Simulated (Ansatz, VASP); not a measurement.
# Cross-check of SrTiO3 (Tausonite) between VASP and Ansatz, part 3 of 3

Aim: how closely do two programs agree when they are given the same cell, functional and k mesh? The cell is taken from a series of VASP runs on this material, whose earlier steps may have relaxed, scaled or displaced it; both programs get it as it stands. Other levels of theory on this material are compared in a session of their own.

VASP 6.6.1 and Ansatz 0.2.0.

So far: Set-up; Ansatz: dielectric response, PBEsol; VASP: dielectric response, PBEsol; Side by side.

## (5) VASP: band structure, PBEsol, spin-orbit coupling

Level of this step: PBEsol, spin-orbit coupling, no spin polarisation; plane waves and PAW (Sr_sv, Ti_sv, O) (VASP).

The same path points are solved in both programs, so levels can be compared one by one.

Input file INCAR:

```
SYSTEM = SrTiO3
PREC = Accurate
ENCUT = 520
EDIFF = 1E-06
NELM = 100
ISMEAR = 0
SIGMA = 0.05
LREAL = .FALSE.
ALGO = Normal
GGA = PS
LNONCOLLINEAR = .TRUE.
MAGMOM = 0 0 0 0 0 0 0 0 0 0 0 0 0 0 0
NBANDS = 52
GGA_COMPAT = .FALSE.
LASPH = .TRUE.
LSORBIT = .TRUE.
LMAXMIX = 4
LORBIT = 11
LWAVE = .FALSE.
LCHARG = .FALSE.
KPAR = 4
```

Input file POSCAR:

```
SrTiO3
1.0
    3.8959389830      0.0000000000      0.0000000000
    0.0000000000      3.8959389830      0.0000000000
    0.0000000000      0.0000000000      3.8959389830
Sr Ti O
1 1 3
Direct
    0.5000000000      0.5000000000      0.5000000000
    0.0000000000      0.0000000000      0.0000000000
    0.5000000000      0.0000000000      0.0000000000
    0.0000000000      0.5000000000      0.0000000000
    0.0000000000      0.0000000000      0.5000000000
```

Input file KPOINTS:

```
Automatic mesh
0
Gamma
5 5 5
0 0 0
```

Input file KPOINTS_OPT:

```
Line mode
16
Line-mode
Reciprocal
  0.00000000   0.00000000   0.00000000 GAMMA
  0.00000000   0.50000000   0.00000000 X

  0.00000000   0.50000000   0.00000000 X
  0.50000000   0.50000000   0.00000000 M

  0.50000000   0.50000000   0.00000000 M
  0.00000000   0.00000000   0.00000000 GAMMA

  0.00000000   0.00000000   0.00000000 GAMMA
  0.50000000   0.50000000   0.50000000 R

  0.50000000   0.50000000   0.50000000 R
  0.00000000   0.50000000   0.00000000 X

  0.50000000   0.50000000   0.00000000 M
  0.50000000   0.50000000   0.50000000 R
```

Potentials, in the order of the species: Sr_sv, Ti_sv and O (PBE family, release 64).

The run is started by

```console
> mpirun -np 4 vasp_ncl
```

Numbers of over 12 decimals in the logs are rounded to 6 here.

The program printed:

```text
[banner, memory and clock lines left out]
running    4 mpi-ranks, on    1 nodes
[...]
[... a notice as in an earlier step ...]

 LDA part: xc-table for (Slater+PW92), standard interpolation
 POSCAR, INCAR and KPOINTS ok, starting setup
[...]
entering main loop
       N       E                     dE             d eps       ncg     rms          rms(c)
DAV:   1     0.483948203473E+03    0.48395E+03   -0.19965E+04  1040   0.168E+03
DAV:   2     0.215184558579E+02   -0.46243E+03   -0.43103E+03  1120   0.488E+02
DAV:   3    -0.480556275300E+02   -0.69574E+02   -0.68436E+02  1344   0.183E+02
DAV:   4    -0.515683696633E+02   -0.35127E+01   -0.35024E+01  1504   0.396E+01
[...]
DAV:  14    -0.421055749823E+02    0.17472E-04   -0.26161E-04  1532   0.200E-01    0.277E-02
DAV:  15    -0.421055698216E+02    0.51608E-05   -0.18324E-05  1468   0.427E-02    0.167E-02
DAV:  16    -0.421055696692E+02    0.15231E-06   -0.86742E-06  1400   0.211E-02
   1 F= -.42105570E+02 E0= -.42105570E+02  d E =-.104807E-14  mag=     0.0000     0.0000     0.0000
 Start KPOINTS_OPT (optional k-point list driver)
k-point batch [1-10\96]
       N       E                     dE             ncg
DAV:   1     0.482966308600E+03   -0.68358E+03     1040
DAV:   2    -0.364181536259E+04   -0.41248E+04     1084
DAV:   3    -0.423655688116E+04   -0.59474E+03     1424
DAV:   4    -0.428236113534E+04   -0.45804E+02     1400
[...]
DAV:   8    -0.428509373326E+04   -0.55597E-04     1392
DAV:   9    -0.428509373748E+04   -0.42152E-05     1216
DAV:  10    -0.428509373764E+04   -0.16130E-06      840
[...]
k-point batch [91-96\96]
       N       E                     dE             ncg
DAV:   1     0.608512815378E+04   -0.89404E+04      624
DAV:   2     0.350513727633E+04   -0.25800E+04      648
DAV:   3     0.310230029543E+04   -0.40284E+03      912
DAV:   4     0.307253498919E+04   -0.29765E+02      940
[...]
DAV:   8     0.307147474278E+04   -0.27751E-04      896
DAV:   9     0.307147474134E+04   -0.14340E-05      736
DAV:  10     0.307147474126E+04   -0.80850E-07      520
```

OUTCAR, selected parts (step 5):

```text
  Total        0.0060523      0.0060523      0.0060523     -0.0000000     -0.0000000      0.0000000
  in kB        0.1639820      0.1639820      0.1639820     -0.0000000     -0.0000000      0.0000000
  external PRESSURE =       0.1639820 kB  Pullay stress =       0.0000000 kB

 POSITION                                       TOTAL-FORCE (eV/Angst)
 -----------------------------------------------------------------------------------
      1.94797      1.94797      1.94797         0.000000      0.000000      0.000000
      0.00000      0.00000      0.00000         0.000000      0.000000      0.000000
      1.94797      0.00000      0.00000         0.000000      0.000000      0.000000
      0.00000      1.94797      0.00000         0.000000      0.000000      0.000000
      0.00000      0.00000      1.94797         0.000000      0.000000      0.000000
 -----------------------------------------------------------------------------------
    total drift:                                0.000000     -0.000000     -0.000000

  FREE ENERGIE OF THE ION-ELECTRON SYSTEM (eV)
  ---------------------------------------------------
  free  energy   TOTEN  =       -42.1055696692 eV

  energy  without entropy=      -42.1055696692  energy(sigma->0) =      -42.10556967

 magnetization (x)
# of ion       s       p       d       tot
------------------------------------------
    1       -0.000   0.000   0.000  -0.000
    2        0.000  -0.000   0.000   0.000
    3        0.000   0.000   0.000   0.000
    4       -0.000  -0.000   0.000  -0.000
    5       -0.000  -0.000   0.000  -0.000
--------------------------------------------------
tot         -0.000  -0.000   0.000  -0.000

 magnetization (y)
# of ion       s       p       d       tot
------------------------------------------
    1        0.000  -0.000   0.000   0.000
    2        0.000  -0.000   0.000  -0.000
    3        0.000   0.000   0.000   0.000
    4       -0.000   0.000   0.000  -0.000
    5        0.000   0.000   0.000   0.000
--------------------------------------------------
tot          0.000   0.000   0.000   0.000

 magnetization (z)
# of ion       s       p       d       tot
------------------------------------------
    1       -0.000   0.000  -0.000  -0.000
    2        0.000   0.000  -0.000  -0.000
    3        0.000   0.000   0.000   0.000
    4        0.000  -0.000   0.000  -0.000
    5        0.000   0.000   0.000   0.000
--------------------------------------------------
tot          0.000  -0.000  -0.000  -0.000

[... 1 part as in an earlier step ...]

[... 2 further parts left out ...]
[key lines of the parts left out:]
E-fermi :   4.2218
```

The run ends at a pressure of 0.02 GPa.

## (6) Ansatz: band structure, PBEsol, spin-orbit coupling

The same cell, functional, mesh and smearing now go to Ansatz, which takes its cutoff from its data sets.

The cell is taken from a series of VASP runs on this material, whose earlier steps may have relaxed, scaled or displaced it; both programs get it as it stands.

Input file input.yaml:

```yaml
crystal:
  lattice:
    - [3.895938983, 0.0, 0.0]
    - [0.0, 3.895938983, 0.0]
    - [0.0, 0.0, 3.895938983]
  atoms:
    - { symbol: Sr, position: [0.5, 0.5, 0.5] }
    - { symbol: Ti, position: [0.0, 0.0, 0.0] }
    - { symbol: O, position: [0.5, 0.0, 0.0] }
    - { symbol: O, position: [0.0, 0.5, 0.0] }
    - { symbol: O, position: [0.0, 0.0, 0.5] }
hamiltonian:
  xc: pbesol
  pseudopotentials: { kind: paw_fr }
magnetization:
  noncollinear: true
  spin_orbit: true
kpoints:
  mp_grid: { grid: [5, 5, 5] }
  band_path:
    path:
      - [0.0, 0.0, 0.0]
      - [0.0, 0.1, 0.0]
      - [0.0, 0.2, 0.0]
      - [0.0, 0.3, 0.0]
      - [0.0, 0.43333, 0.0]
      - [0.0, 0.5, 0.0]
      - [0.1, 0.5, 0.0]
      - [0.2, 0.5, 0.0]
      - [0.33333, 0.5, 0.0]
      - [0.43333, 0.5, 0.0]
      - [0.5, 0.5, 0.0]
      - [0.36667, 0.36667, 0.0]
      - [0.26667, 0.26667, 0.0]
      - [0.16667, 0.16667, 0.0]
      - [0.06667, 0.06667, 0.0]
      - [0.03333, 0.03333, 0.03333]
      - [0.13333, 0.13333, 0.13333]
      - [0.23333, 0.23333, 0.23333]
      - [0.33333, 0.33333, 0.33333]
      - [0.46667, 0.46667, 0.46667]
      - [0.5, 0.5, 0.5]
      - [0.46667, 0.5, 0.46667]
      - [0.36667, 0.5, 0.36667]
      - [0.23333, 0.5, 0.23333]
      - [0.13333, 0.5, 0.13333]
      - [0.03333, 0.5, 0.03333]
      - [0.5, 0.5, 0.03333]
      - [0.5, 0.5, 0.16667]
      - [0.5, 0.5, 0.26667]
      - [0.5, 0.5, 0.36667]
      - [0.5, 0.5, 0.5]
    npoints: 1
scf:
  occupations: { method: gaussian, width: 0.05 }
  n_extra_bands: 16
output:
  forces: true
  stress: true
  eigenvalues: true
```

The run is started by

```console
> ansatz run input.yaml --threads 2 --pin off --max-ram 4608MiB --backend cpu --events-out ev --progress --plain --runs-dir out
```

The program printed:

```text
[...]
non-collinear run that drives no moment, with spin-orbit: no starting moment large enough to seed its density (crystal.atoms[].spin), no starting occupations that ask for one, no magnetisation constraint and no magnetic field, so the semilocal B_xc is pinned to zero
Crystal: 5 atoms, lattice volume = 59.134 Å³
[...]
k-point 1: bands = [... 36 lower, 9.3951, 9.3951, 9.4365, 9.4365, 11.8520, 11.8520, 12.5780, 12.5780, ... 12 higher]
  k-point 2: bands = [... 36 lower, 9.2284, 9.2284, 9.2660, 9.2660, 11.9519, 11.9519, 13.6125, 13.6125, ... 12 higher]
  k-point 9: bands = [... 36 lower, 9.6728, 9.6728, 9.8244, 9.8244, 14.2535, 14.2535, 14.2740, 14.2740, ... 12 higher]
[key lines of the parts left out:]
SCF converged after 9 iterations
Magnetization: |M| = 0.0000 μB,  M = (+0.0000, +0.0000, +0.0000) μB
Free energy (F): -7657.908977 eV
Fermi energy:    10.805064 eV
P = ⅓ Tr σ = -0.6779 GPa (-6.779 kbar)
```

The job ended after 15 s (2 threads of Arm Neoverse V2, shared host; peak memory 0.5 GiB; 28 s of CPU time).

## (7) Differences

What differs besides the data sets and the points named for the pairs above, as far as they apply: spin-orbit coupling enters by fully relativistic files in Ansatz and inside the spheres in VASP. Total energies have different zeros and are not compared.

Compared:

```csv
quantity,Ansatz,VASP,difference
pressure (GPa),-0.68,0.02,-0.69
pressure without Ansatz's Pulay correction (GPa),-1.32,0.02,-1.34
gap over the path points (eV),1.825,1.793,+0.033
```

Levels at points of the path, from each program's valence-band top (eV; 8 filled, then empty):

```csv
k (reciprocal lattice),Ansatz,VASP
0.000 0.000 0.000,-1.20 -1.20 -0.39 -0.39 -0.33 -0.33 -0.33 -0.33 1.82 1.82 1.82 1.82 1.85 1.85,-1.19 -1.19 -0.40 -0.40 -0.34 -0.34 -0.34 -0.34 1.79 1.79 1.79 1.79 1.82 1.82
0.000 0.100 0.000,-1.30 -1.30 -0.68 -0.68 -0.44 -0.44 -0.40 -0.40 1.85 1.85 2.07 2.07 2.09 2.09,-1.30 -1.30 -0.69 -0.69 -0.45 -0.45 -0.41 -0.41 1.82 1.82 2.04 2.04 2.06 2.06
0.000 0.200 0.000,-1.53 -1.53 -1.36 -1.36 -0.56 -0.56 -0.52 -0.52 1.89 1.89 2.62 2.62 2.64 2.64,-1.54 -1.54 -1.37 -1.37 -0.57 -0.57 -0.53 -0.53 1.86 1.86 2.59 2.59 2.61 2.61
0.000 0.300 0.000,-2.00 -2.00 -1.79 -1.79 -0.67 -0.67 -0.63 -0.63 1.95 1.95 3.21 3.21 3.23 3.23,-2.01 -2.01 -1.80 -1.80 -0.68 -0.68 -0.64 -0.64 1.92 1.92 3.18 3.18 3.20 3.20
0.000 0.433 0.000,-2.34 -2.34 -2.02 -2.02 -0.74 -0.74 -0.71 -0.71 2.00 2.00 3.74 3.74 3.77 3.77,-2.35 -2.35 -2.03 -2.03 -0.75 -0.75 -0.72 -0.72 1.97 1.97 3.72 3.72 3.74 3.74
0.000 0.500 0.000,-2.39 -2.39 -2.05 -2.05 -0.75 -0.75 -0.72 -0.72 2.01 2.01 3.82 3.82 3.84 3.84,-2.39 -2.39 -2.06 -2.06 -0.76 -0.76 -0.73 -0.73 1.98 1.98 3.79 3.79 3.81 3.81
0.100 0.500 0.000,-2.20 -2.20 -1.57 -1.57 -0.97 -0.97 -0.88 -0.88 2.23 2.23 3.82 3.82 3.85 3.85,-2.22 -2.22 -1.58 -1.58 -0.98 -0.98 -0.89 -0.89 2.20 2.20 3.79 3.79 3.82 3.82
0.200 0.500 0.000,-2.03 -2.03 -1.37 -1.37 -1.18 -1.18 -0.93 -0.93 2.72 2.72 3.83 3.83 3.89 3.89,-2.04 -2.04 -1.38 -1.38 -1.19 -1.19 -0.93 -0.93 2.69 2.69 3.80 3.80 3.86 3.86
0.333 0.500 0.000,-1.76 -1.76 -1.58 -1.58 -1.55 -1.55 -0.34 -0.34 3.43 3.43 3.84 3.84 4.09 4.09,-1.77 -1.77 -1.59 -1.59 -1.56 -1.56 -0.34 -0.34 3.40 3.40 3.81 3.81 4.06 4.06
0.433 0.500 0.000,-1.71 -1.71 -1.63 -1.63 -1.59 -1.59 -0.13 -0.13 3.77 3.77 3.84 3.84 4.26 4.26,-1.72 -1.72 -1.64 -1.64 -1.60 -1.60 -0.14 -0.14 3.74 3.74 3.81 3.81 4.22 4.22
```

Among the levels compared at these points, filled levels agree within 16 meV and empty ones within 33 meV. Ansatz's pressure holds a Pulay correction of 0.64 GPa; VASP's holds none.

## (8) Summary of results

```json
{
  "difference in ε∞ xx (dielectric response, PBEsol)": "-0.60 %",
  "difference in gap over the path points (band structure, PBEsol, spin-orbit coupling)": "0.033 eV",
  "difference in pressure (band structure, PBEsol, spin-orbit coupling)": "-0.69 GPa"
}
```

**Reading.** The difference in pressure is -0.69 GPa (band structure, PBEsol, spin-orbit coupling), within the 1 GPa picked in this series as the mark of a large difference. 7 further runs of this series are not shown here. Such differences can come from data sets, numerical settings and the points named under the comparisons, not from the functional's error against experiment.

[Lines on the potential files, build, host, timing and source positions are cut from VASP's logs without a mark.]

[Logs are printed without paths, hosts, clocks, repeated set-up lines and the standing remarks that a program may print on its own settings, such as how far it seeks lower states.]

[Hosts, paths, dates, database ids (printed as entryN), source tags and the programs' standing remarks are cut or masked in the printed files.]
